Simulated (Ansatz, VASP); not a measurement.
## AlNi in two plane-wave programs

One calculation is typed for both programs; each brings its own data sets. How far apart do they land? The cell is taken from a series of runs on this material, whose earlier steps may have relaxed, scaled, displaced or heated it; both programs get it as it stands.

Method: plane waves, with VASP 6.6.1 beside it; zone-centre phonons at PBEsol, in Ansatz 0.2.0.

## 1. The starting structure

Symmetry: Cmmm, No. 65, orthorhombic system. Conventional cell: a = 3.885 Å, b = 4.016 Å, c = 2.964 Å, α = 90.00°, β = 90.00°, γ = 90.00°. Nearest to Al lie 8 Ni at 2.44 to 2.50 Å. Nearest to Ni lie 8 Al at 2.44 to 2.50 Å. Farther neighbours are not listed.

Structure file:

```
Al Ni
1.0
     2.79355   -0.04628    0.00000
    -0.04628    2.79355    0.00000
     0.00000    0.00000    2.96415
Al Ni
1 1
Direct
  0.00000 0.00000 0.00000
  0.50000 0.50000 0.50000
```

## 2. VASP: zone-centre phonons, PBEsol

Second derivatives magnify differences that forces hide, and they need a tight electronic threshold.

Lines of VASP's logs that name or quote its potential files are left out, and so is its time.

INCAR

```
SYSTEM = AlNi
PREC = Accurate
ENCUT = 600
EDIFF = 1E-08
NELM = 120
ISMEAR = 1
SIGMA = 0.2
LREAL = .FALSE.
ALGO = Normal
GGA = PS
NBANDS = 12
LASPH = .TRUE.
LORBIT = 11
LWAVE = .FALSE.
LCHARG = .FALSE.
ISIF = 2
IBRION = 8
GGA_COMPAT = .FALSE.
KPAR = 2
```

POSCAR

```
AlNi
1.0
    2.7935514191     -0.0462818963      0.0000000000
   -0.0462818963      2.7935514191      0.0000000000
    0.0000000000      0.0000000000      2.9641483906
Al Ni
1 1
Direct
    0.0000000000      0.0000000000      0.0000000000
    0.5000000000      0.5000000000      0.5000000000
```

KPOINTS

```
Automatic mesh
0
Gamma
16 16 16
0 0 0
```

Potentials, in the order of the species: Al and Ni (PBE family, release 64).

Started as:

```sh
$ mpirun -np 2 vasp_std
```

Numbers of over 12 decimals in the logs are rounded to 6 here.

The program printed:

```text
[banner, memory and clock lines left out]
running    2 mpi-ranks, on    1 nodes
 distrk:  each k-point on    1 cores,    2 groups
 distr:  one band on    1 cores,    1 groups

 POSCAR found type information on POSCAR AlNi
 POSCAR found :  2 types and       2 ions
|                                                                             |
|               ----> ADVICE to this user running VASP <----                  |
|                                                                             |
|     You enforced a specific xc type in the INCAR file but a different       |
|     [... a line on the potential file left out ...]
|     I HOPE YOU KNOW WHAT YOU ARE DOING!                                     |
|                                                                             |

 LDA part: xc-table for (Slater+PW92), standard interpolation
 POSCAR, INCAR and KPOINTS ok, starting setup
 FFT: planning ... GRIDC
 FFT: planning ... GRID_SOFT
 FFT: planning ... GRID
 WAVECAR not read
 entering main loop
       N       E                     dE             d eps       ncg     rms          rms(c)
DAV:   1     0.439137600878E+02    0.43914E+02   -0.61337E+03 15920   0.128E+03
DAV:   2    -0.114184211410E+02   -0.55332E+02   -0.51081E+02 16220   0.208E+02
DAV:   3    -0.132080763969E+02   -0.17897E+01   -0.17687E+01 19176   0.435E+01
DAV:   4    -0.132339541309E+02   -0.25878E-01   -0.25868E-01 17568   0.470E+00
DAV:   5    -0.132347186745E+02   -0.76454E-03   -0.76452E-03 19104   0.898E-01    0.130E+01
DAV:   6    -0.152550546404E+02   -0.20203E+01   -0.54823E+01 17584   0.119E+02    0.162E+01
DAV:   7    -0.115923154086E+02    0.36627E+01   -0.15800E+01 17756   0.702E+01    0.115E+00
DAV:   8    -0.115760386983E+02    0.16277E-01   -0.37695E-01 19260   0.732E+00    0.102E+00
DAV:   9    -0.115610332938E+02    0.15005E-01   -0.48449E-02 19092   0.320E+00    0.219E-01
DAV:  10    -0.115605077195E+02    0.52557E-03   -0.20114E-03 19628   0.676E-01    0.819E-02
DAV:  11    -0.115605099146E+02   -0.21951E-05   -0.61498E-05 18756   0.719E-02    0.247E-02
DAV:  12    -0.115605084291E+02    0.14855E-05   -0.75755E-06 20572   0.451E-02    0.439E-03
DAV:  13    -0.115605080222E+02    0.40696E-06   -0.25658E-07 21884   0.510E-03    0.132E-03
DAV:  14    -0.115605080164E+02    0.57823E-08   -0.30765E-08 11408   0.228E-03
   1 F= -.11560508E+02 E0= -.11560193E+02  d E =-.943687E-03
 Linear response reoptimize wavefunctions to high precision
DAV:   1    -0.115605080371E+02   -0.20675E-07   -0.61171E-09 18056   0.127E-03
DAV:   2    -0.115605080371E+02    0.00000E+00   -0.67819E-11  9036   0.773E-05
 Linear response DOF=           4
 Linear response progress:
  Degree of freedom:   1/  4
       N       E                     dE             d eps       ncg     rms          rms(c)
RMM:   1    -0.550727314041E-02   -0.55073E-02    0.63625E-04 63161   0.607E-01
RMM:   2    -0.520073314922E-02    0.30654E-03   -0.15641E-04 42982   0.218E-01    0.560E-02
RMM:   3    -0.519792915538E-02    0.28040E-05   -0.87071E-05 46038   0.747E-02    0.286E-02
RMM:   4    -0.526885462497E-02   -0.70925E-04   -0.35477E-05 45873   0.458E-02    0.575E-03
RMM:   5    -0.527526572908E-02   -0.64111E-05   -0.19072E-06 47094   0.108E-02    0.200E-03
RMM:   6    -0.527624553233E-02   -0.97980E-06   -0.91948E-08 42822   0.403E-03    0.118E-03
RMM:   7    -0.527627064234E-02   -0.25110E-07   -0.27154E-08 42291   0.226E-03    0.496E-04
RMM:   8    -0.527606898411E-02    0.20166E-06   -0.57602E-09 49362   0.611E-04    0.247E-04
RMM:   9    -0.527631025549E-02   -0.24127E-06   -0.71857E-10 49108   0.170E-04    0.736E-05
RMM:  10    -0.527630280388E-02    0.74516E-08   -0.76469E-11 49541   0.625E-05    0.113E-05
 first order change of Fermi-energy  -0.18835E-03
 force on displaced ion       1 direction 1 :  -6.441  -0.901   0.000
 Linear response progress:
  Degree of freedom:   2/  4
       N       E                     dE             d eps       ncg     rms          rms(c)
RMM:   1    -0.656658844569E-02   -0.65666E-02    0.65804E-03 35184   0.717E-01
RMM:   2    -0.622810451530E-02    0.33848E-03    0.65145E-05 23777   0.267E-01    0.658E-02
RMM:   3    -0.622820628315E-02   -0.10177E-06   -0.15225E-04 25781   0.976E-02    0.315E-02
RMM:   4    -0.630902598854E-02   -0.80820E-04   -0.51766E-05 25640   0.550E-02    0.664E-03
RMM:   5    -0.631670813764E-02   -0.76821E-05   -0.31004E-06 26031   0.131E-02    0.180E-03
RMM:   6    -0.631677612290E-02   -0.67985E-07   -0.15213E-07 26713   0.271E-03    0.775E-04
RMM:   7    -0.631672252292E-02    0.53600E-07   -0.14761E-08 25654   0.952E-04    0.700E-04
RMM:   8    -0.631666537598E-02    0.57147E-07   -0.21189E-09 26724   0.374E-04    0.278E-04
RMM:   9    -0.631685369310E-02   -0.18832E-06   -0.72089E-10 27543   0.109E-04    0.223E-05
RMM:  10    -0.631681868986E-02    0.35003E-07   -0.21001E-10 27724   0.367E-05    0.140E-05
RMM:  11    -0.631683132469E-02   -0.12635E-07   -0.33131E-10 27823   0.178E-05    0.264E-06
RMM:  12    -0.631683054420E-02    0.78049E-09   -0.26313E-10 26007   0.107E-05    0.411E-07
 first order change of Fermi-energy   0.79167E-05
 force on displaced ion       1 direction 3 :  -0.000   0.000  -6.786
 Linear response progress:
  Degree of freedom:   3/  4
       N       E                     dE             d eps       ncg     rms          rms(c)
RMM:   1    -0.185433257436E+00   -0.18543E+00   -0.97355E-02 41363   0.267E+00
RMM:   2    -0.184200918004E+00    0.12323E-02   -0.17265E-03 41942   0.497E-01    0.132E-01
RMM:   3    -0.184161545008E+00    0.39373E-04   -0.12492E-04 44713   0.976E-02    0.784E-02
RMM:   4    -0.184550154774E+00   -0.38861E-03   -0.20453E-04 48039   0.113E-01    0.602E-03
RMM:   5    -0.184533710602E+00    0.16444E-04   -0.38084E-06 49431   0.208E-02    0.400E-03
RMM:   6    -0.184525603900E+00    0.81067E-05   -0.21567E-07 44821   0.587E-03    0.285E-03
RMM:   7    -0.184514528412E+00    0.11075E-04   -0.77925E-08 43251   0.374E-03    0.570E-04
RMM:   8    -0.184508000553E+00    0.65279E-05   -0.22478E-08 50813   0.121E-03    0.124E-04
RMM:   9    -0.184507325678E+00    0.67488E-06   -0.65670E-09 51439   0.411E-04    0.363E-05
RMM:  10    -0.184507436793E+00   -0.11111E-06   -0.42782E-09 52215   0.148E-04    0.229E-05
RMM:  11    -0.184507114035E+00    0.32276E-06   -0.40896E-09 52002   0.694E-05    0.500E-06
RMM:  12    -0.184507177742E+00   -0.63707E-07   -0.41574E-09 52631   0.474E-05    0.108E-06
RMM:  13    -0.184507185178E+00   -0.74364E-08   -0.39029E-09 51266   0.396E-05    0.479E-07
 first order change of Fermi-energy   0.10854E-02
 force on displaced ion       2 direction 1 :  -6.437  -0.899   0.000
 Linear response progress:
  Degree of freedom:   4/  4
       N       E                     dE             d eps       ncg     rms          rms(c)
RMM:   1    -0.188237442740E+00   -0.18824E+00   -0.10193E-01 23268   0.267E+00
RMM:   2    -0.186390809573E+00    0.18466E-02   -0.17043E-03 23270   0.519E-01    0.138E-01
RMM:   3    -0.186438839993E+00   -0.48030E-04   -0.14091E-04 24987   0.101E-01    0.812E-02
RMM:   4    -0.186934005116E+00   -0.49517E-03   -0.17979E-04 26956   0.104E-01    0.600E-03
RMM:   5    -0.186913909922E+00    0.20095E-04   -0.41316E-06 27272   0.227E-02    0.525E-03
RMM:   6    -0.186907827272E+00    0.60827E-05   -0.56005E-07 24249   0.100E-02    0.246E-03
RMM:   7    -0.186894398861E+00    0.13428E-04   -0.25387E-07 28075   0.389E-03    0.565E-04
RMM:   8    -0.186889609126E+00    0.47897E-05   -0.10681E-08 27788   0.101E-03    0.144E-04
RMM:   9    -0.186888792505E+00    0.81662E-06   -0.53798E-09 28464   0.294E-04    0.394E-05
RMM:  10    -0.186888290640E+00    0.50187E-06   -0.36282E-09 28767   0.104E-04    0.230E-05
RMM:  11    -0.186888325444E+00   -0.34805E-07   -0.39660E-09 26581   0.767E-05    0.233E-06
RMM:  12    -0.186888332673E+00   -0.72293E-08   -0.38301E-09 29598   0.455E-05    0.123E-06
 first order change of Fermi-energy   0.23973E-02
 force on displaced ion       2 direction 3 :   0.000   0.000  -6.778
 Linear response finished
```

Parts of OUTCAR (step 2):

```text
ion  position               nearest neighbor table
   1  0.000  0.000  0.000-   2 2.44   2 2.44   2 2.44   2 2.44   2 2.50   2 2.50   2 2.50   2 2.50

  LATTYP: Found a base centered orthorhombic cell.
 ALAT       =     3.8852258186
 B/A-ratio  =     1.0336930148
 C/A-ratio  =     0.7629282129

 Subroutine GETGRP returns: Found  8 space group operations
 (whereof  8 operations were pure point group operations)

The static configuration has the point symmetry D_2h.

 Found    657 irreducible k-points:

   k-points           NKPTS =    657   k-points in BZ     NKDIM =    657   number of bands    NBANDS=     12

   dimension x,y,z NGX =    24 NGY =   24 NGZ =   24
   dimension x,y,z NGXF=    48 NGYF=   48 NGZF=   48

   ENCUT  =  600.0 eV  44.10 Ry    6.64 a.u.   5.58  5.58  5.92*2*pi/ulx,y,z

   NELECT =      13.0000    total number of electrons

 k-points in reciprocal lattice and weights: Automatic mesh
   0.00000000  0.00000000  0.00000000       0.000
   0.06250000 -0.00000000  0.00000000       0.001
   0.12500000 -0.00000000  0.00000000       0.001
   0.18750000 -0.00000000  0.00000000       0.001
   0.25000000 -0.00000000  0.00000000       0.001
   0.31250000 -0.00000000  0.00000000       0.001
   0.37500000 -0.00000000  0.00000000       0.001
   0.43750000 -0.00000000  0.00000000       0.001
   0.50000000 -0.00000000  0.00000000       0.000
[...]
-0.43750000  0.43750000  0.50000000       0.000
   0.50000000  0.50000000  0.50000000       0.000

 average (electrostatic) potential at core
       1 -69.3117       2 -80.9588

  Total        0.6192936      0.6192936      0.0103005      0.5907546      0.0000000      0.0000000
  in kB       42.9055165     42.9055165      0.7136340     40.9282930      0.0000000      0.0000000
  external PRESSURE =      28.8415557 kB  Pullay stress =       0.0000000 kB

  energy-cutoff  :      600.00
  volume of cell :       23.13
      direct lattice vectors                 reciprocal lattice vectors
     2.793551419 -0.046281896  0.000000000     0.358065560  0.005932217  0.000000000
    -0.046281896  2.793551419  0.000000000     0.005932217  0.358065560  0.000000000
     0.000000000  0.000000000  2.964148391     0.000000000  0.000000000  0.337365026

 POSITION                                       TOTAL-FORCE (eV/Angst)
 -----------------------------------------------------------------------------------
      0.00000      0.00000      0.00000        -0.000000      0.000000      0.000000
      1.37363      1.37363      1.48207         0.000000      0.000000      0.000000
 -----------------------------------------------------------------------------------
    total drift:                                0.000000      0.000000     -0.000000

 Eigenvectors and eigenvalues of the dynamical matrix
 ----------------------------------------------------

   1 f  =    9.851744 THz    61.900334 2PiTHz  328.618810 cm-1    40.743521 meV
             X         Y         Z           dx          dy          dz
      0.000000  0.000000  0.000000     0.585340    0.585340    0.000000
      1.373635  1.373635  1.482074    -0.396707   -0.396707    0.000000

   2 f  =    9.470732 THz    59.506362 2PiTHz  315.909603 cm-1    39.167781 meV
             X         Y         Z           dx          dy          dz
      0.000000  0.000000  0.000000     0.000000    0.000000    0.827851
      1.373635  1.373635  1.482074     0.000000    0.000000   -0.560948

   3 f  =    8.558052 THz    53.771825 2PiTHz  285.465881 cm-1    35.393242 meV
             X         Y         Z           dx          dy          dz
      0.000000  0.000000  0.000000    -0.585289    0.585289    0.000000
      1.373635  1.373635  1.482074     0.396783   -0.396783    0.000000

   4 f/i=    0.000584 THz     0.003670 2PiTHz    0.019484 cm-1     0.002416 meV
             X         Y         Z           dx          dy          dz
      0.000000  0.000000  0.000000    -0.396783    0.396783    0.000000
      1.373635  1.373635  1.482074    -0.585289    0.585289    0.000000

   5 f/i=    0.001950 THz     0.012253 2PiTHz    0.065051 cm-1     0.008065 meV
             X         Y         Z           dx          dy          dz
      0.000000  0.000000  0.000000     0.396707    0.396707    0.000000
      1.373635  1.373635  1.482074     0.585340    0.585340    0.000000

   6 f/i=    0.002804 THz     0.017620 2PiTHz    0.093540 cm-1     0.011597 meV
             X         Y         Z           dx          dy          dz
      0.000000  0.000000  0.000000     0.000000    0.000000   -0.560948
      1.373635  1.373635  1.482074     0.000000    0.000000   -0.827851

 ELASTIC MODULI CONTR FROM IONIC RELAXATION (kBar)
 Direction    XX          YY          ZZ          XY          YZ          ZX
 --------------------------------------------------------------------------------
 XX           0.0000      0.0000      0.0000      0.0000      0.0000      0.0000
 YY           0.0000      0.0000      0.0000      0.0000      0.0000      0.0000
 ZZ           0.0000      0.0000      0.0000      0.0000      0.0000      0.0000
 XY           0.0000      0.0000      0.0000      0.0000      0.0000      0.0000
 YZ           0.0000      0.0000      0.0000      0.0000      0.0000      0.0000
 ZX           0.0000      0.0000      0.0000      0.0000      0.0000      0.0000
 --------------------------------------------------------------------------------
```

This run has no spin polarisation, so a moment on Ni, if there is one, isn't seen. Its electron count is odd, so without a moment it is a metal by construction. Energies printed during the response cycles are not total energies of the cell.

[end of part 1 of 2]

[Lines on the potential files, build, host, timing and source positions are cut from VASP's logs without a mark.]

[Logs are printed without paths, hosts, clocks, repeated set-up lines and the standing remarks that a program may print on its own settings, such as how far it seeks lower states.]

[Hosts, paths, dates, database ids (printed as entryN), source tags and the programs' standing remarks are cut or masked in the printed files.]
